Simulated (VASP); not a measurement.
Runs of VASP 6.6.1 on Pd. The structure is cubic, space group Fm-3m (No. 225). The conventional cell has a = 3.977 Å, b = 3.977 Å, c = 3.977 Å, α = 90.00°, β = 90.00°, γ = 90.00°. Pd (site symmetry m-3m) is surrounded by 12 Pd at 2.81 Å. 

```csv
task,level,potentials or basis,cell,cutoff (eV),gap on the mesh (eV),pressure (GPa),relaxed volume (Å³/atom)
band structure,RPBE,"VASP PAW PBE potentials, release 64 (Pd)","Fm-3m, 15.73 Å³/atom",520,-,(a),-
relaxation of cell and atoms,LDA,"VASP PAW LDA potentials, release 64 (Pd)",relaxed,600,none,0.0,14.17
band structure,LDA,"VASP PAW LDA potentials, release 64 (Pd)","Fm-3m, 14.17 Å³/atom",520,-,0.0,-
relaxation of cell and atoms,RPBE,"VASP PAW PBE potentials, release 64 (Pd)",relaxed,600,none,0.0,15.73
```

Alike in all rows: no spin polarisation; k mesh 16 × 16 × 16; smearing methfessel-paxton 0.1 eV.

Question: Estimate the missing entries.

Answer: (a) 0.1.

Caveats: the PAW data sets were made with another functional, which shifts forces and pressure a little (some runs).

A k mesh can miss the band edges, and the runs leave out spin-orbit coupling on Pd.

A gap of «none» marks a metal or a gap under the smearing width.

Runs at the PBE level aren't shown here.
